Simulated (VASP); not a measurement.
```
Al3InN4
1.0
   -0.00904     4.53214     4.53433
    4.53214    -0.00904     4.53433
    2.26155     2.26155     0.00000
In N Al
1 4 3
Direct
  0.99887   0.99887   0.00226
  0.14565   0.14565   0.20871
  0.13407   0.59667   0.26926
  0.59667   0.13407   0.26926
  0.62532   0.62532   0.24936
  0.00163   0.49910   0.99927
  0.49910   0.00163   0.99927
  0.49870   0.49870   0.00261
```

Computed with PBEsol GGA, VASP's PBE PAW potentials (set 64) (plane waves; VASP). Settings: 520 eV cut-off, 5×5×9 Γ-centred mesh, tetrahedra with Blöchl corrections, potentials In_d N Al.

The cores are frozen, which limits the accuracy of field gradients.

### Question
Give the principal components of the electric field gradient (V/Å²) and the asymmetry η at each nucleus.

### Answer

```csv
atom,Vxx,Vyy,Vzz,η
In1,22.1,11.4,-33.5,0.32
N2,9.6,5.4,-15.0,0.28
N3,-8.3,-8.1,16.4,0.01
N4,-8.3,-8.1,16.4,0.01
N5,1.3,0.8,-2.1,0.19
Al6,-7.0,-3.3,10.2,0.36
Al7,-7.0,-3.3,10.2,0.36
Al8,7.0,0.0,-7.0,0.99
```

The structure was generated: Al3InN4 was put into an ordered model structure (Amm2), which need not be its known phase. It was relaxed first.
